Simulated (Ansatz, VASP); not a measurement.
**La2NCl3 (La2NCl3 (Ibam)): VASP beside Ansatz**

One calculation is typed for both programs; each brings its own data sets. How far apart do they land? The cell is taken from a series of runs on this material, whose earlier steps may have relaxed, scaled, displaced or heated it; both programs get it as it stands.

Calculated with Ansatz 0.2.0; plane waves, with VASP 6.6.1 beside it; single point at PBEsol.

## Step 1: Starting point

The cell holds 216 atoms: 72 La, 36 N and 108 Cl. Its edges and angles: a = 18.209 Å, b = 20.488 Å, c = 16.468 Å, α = 114.5°, β = 111.6°, γ = 90.0°.

## Step 2: VASP: single point, PBEsol

A single point gives forces, pressure and levels at one fixed geometry, so differences don't come from the geometry; what else differs is listed under the comparison.

Lines of VASP's logs that name or quote its potential files are left out, and so is its time.

The input, INCAR:

```
SYSTEM = La2NCl3
PREC = Accurate
ENCUT = 520
EDIFF = 1E-06
NELM = 200
ISMEAR = -1
SIGMA = 0.01
LREAL = Auto
ALGO = Normal
GGA = PS
NBANDS = 1015
LASPH = .TRUE.
LORBIT = 11
LWAVE = .FALSE.
LCHARG = .FALSE.
ISIF = 2
GGA_COMPAT = .FALSE.
EFERMI = MIDGAP
LMAXMIX = 6
```

The input, POSCAR:

```
La2NCl3
1.0
    0.0000000000      0.0000000000     18.2089010450
   20.4877439904      0.0000000000      0.0000000000
   -6.8292479968     13.7004806410     -6.0696336817
La N Cl
72 36 108
Direct
    0.1982070554      0.3053907972      0.0946211662
    0.1351262779      0.0279425361      0.4053788338
    0.3017929446      0.2423100197      0.4053788338
    0.0315403888      0.0910233136      0.0946211662
    0.1982070554      0.3053907972      0.5946211663
    0.1351262779      0.0279425361      0.9053788338
    0.3017929446      0.2423100197      0.9053788338
    0.0315403888      0.0910233136      0.5946211663
    0.1982070554      0.6387241306      0.0946211662
    0.1351262779      0.3612758694      0.4053788338
    0.3017929446      0.5756433531      0.4053788338
    0.0315403888      0.4243566469      0.0946211662
    0.1982070554      0.6387241306      0.5946211663
    0.1351262779      0.3612758694      0.9053788338
    0.3017929446      0.5756433531      0.9053788338
    0.0315403888      0.4243566469      0.5946211663
    0.1982070554      0.9720574639      0.0946211662
    0.1351262779      0.6946092028      0.4053788338
    0.3017929446      0.9089766864      0.4053788338
    0.0315403888      0.7576899803      0.0946211662
    0.1982070554      0.9720574639      0.5946211663
    0.1351262779      0.6946092028      0.9053788338
    0.3017929446      0.9089766864      0.9053788338
    0.0315403888      0.7576899803      0.5946211663
    0.5315403888      0.3053907972      0.0946211662
    0.4684596112      0.0279425361      0.4053788338
    0.6351262779      0.2423100197      0.4053788338
    0.3648737221      0.0910233136      0.0946211662
    0.5315403888      0.3053907972      0.5946211663
    0.4684596112      0.0279425361      0.9053788338
[... 180 atom lines left out ...]
    0.7500000000      0.8333333333      0.5000000000
    0.9166666667      0.8333333333      0.5000000000
    0.9347261023      0.9985653258      0.8041783069
    0.7319405644      0.6681013409      0.6958216931
    0.8986072310      0.7957797879      0.6958216931
    0.7680594356      0.8708868788      0.8041783069
```

The input, KPOINTS:

```
Automatic mesh
0
Gamma
1 1 1
0 0 0
```

The projector-augmented-wave data sets are La, N and Cl (PBE family, release 64).

On the command line:

```sh
$ export OMP_NUM_THREADS=3
$ mpirun -np 1 vasp_gam
```

The program printed:

```text
[banner, memory and clock lines left out]
running    1 mpi-ranks, on    1 nodes
[...]
Offloading initialized ...    1 GPUs detected
[...]
|                                                                             |
|               ----> ADVICE to this user running VASP <----                  |
|                                                                             |
|     You enforced a specific xc type in the INCAR file but a different       |
|     [... a line on the potential file left out ...]
|     I HOPE YOU KNOW WHAT YOU ARE DOING!                                     |
|                                                                             |

 LDA part: xc-table for (Slater+PW92), standard interpolation
 POSCAR, INCAR and KPOINTS ok, starting setup
[...]
entering main loop
       N       E                     dE             d eps       ncg     rms          rms(c)
DAV:   1     0.338102180041E+05    0.33810E+05   -0.64582E+05  2174   0.266E+03
DAV:   2     0.152571580791E+05   -0.18553E+05   -0.17393E+05  2286   0.709E+02
DAV:   3     0.567048630885E+04   -0.95867E+04   -0.90698E+04  2446   0.358E+02
DAV:   4     0.475915195810E+03   -0.51946E+04   -0.50214E+04  3214   0.256E+02
[...]
DAV:  27    -0.139469833563E+04   -0.40629E-07   -0.19797E-05  1948   0.694E-03    0.720E-03
DAV:  28    -0.139469833618E+04   -0.54595E-06   -0.15471E-05  2092   0.498E-03    0.726E-03
DAV:  29    -0.139469833581E+04    0.36715E-06   -0.50021E-06  1764   0.498E-03
   1 F= -.13946983E+04 E0= -.13946983E+04  d E =0.000000E+00
```

From OUTCAR (step 2):

```text
  FREE ENERGIE OF THE ION-ELECTRON SYSTEM (eV)
  ---------------------------------------------------
  free  energy   TOTEN  =     -1394.6983358120 eV

  energy  without entropy=    -1394.6983358120  energy(sigma->0) =    -1394.69833581
```

The run ends at a pressure of -0.13 GPa, with forces up to 0.013 eV/Å.

(Part 1 of 2 ends here.)

[Lines on the potential files, build, host, timing and source positions are cut from VASP's logs without a mark.]

[Logs are printed without paths, hosts, clocks, repeated set-up lines and the standing remarks that a program may print on its own settings, such as how far it seeks lower states.]

[Hosts, paths, dates, database ids (printed as entryN), source tags and the programs' standing remarks are cut or masked in the printed files.]
